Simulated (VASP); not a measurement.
A run of VASP 6.6.1:

INCAR

```
SYSTEM = Rh
  ALGO = Normal
  EDIFF = 1E-7
  EDIFFG = -0.002
  ENCUT = 520
  GGA = PE
  IBRION = 2
  ISIF = 3
  ISMEAR = 0
  LASPH = .True.
  LCHARG = .False.
  LREAL = .False.
  LWAVE = .False.
  NELM = 80
  NSW = 80
  PREC = Accurate
  SIGMA = 1.0
```

The input KPOINTS:

```
k-points
0
Gamma
  18 18 18
  0 0 0
```

POSCAR

```
Rh
1.0
    0.0000000000      1.8978500000      1.8978500000
    1.8978500000      0.0000000000      1.8978500000
    1.8978500000      1.8978500000      0.0000000000
Rh
1
Direct
    0.0000000000      0.0000000000      0.0000000000
```

Potentials or basis: VASP PAW PBE potentials, release 64 (Rh_pv).

The run is started by

```console
$ cat potpaw_PBE.64/Rh_pv/POTCAR > POTCAR
$ mpirun -np 1 vasp_std > vasp.out
```

Hardware: 1 thread of Intel(R) Xeon(R) 6975P-C (Granite Rapids), on a shared host.

Problem. How long does it take, and how much memory?

Solution. Run time: 59 s on 1 thread of Intel(R) Xeon(R) 6975P-C (Granite Rapids), on a shared host, peak memory 0.15 GiB. Counts: scf iterations 81, k points 195, ion steps 16.
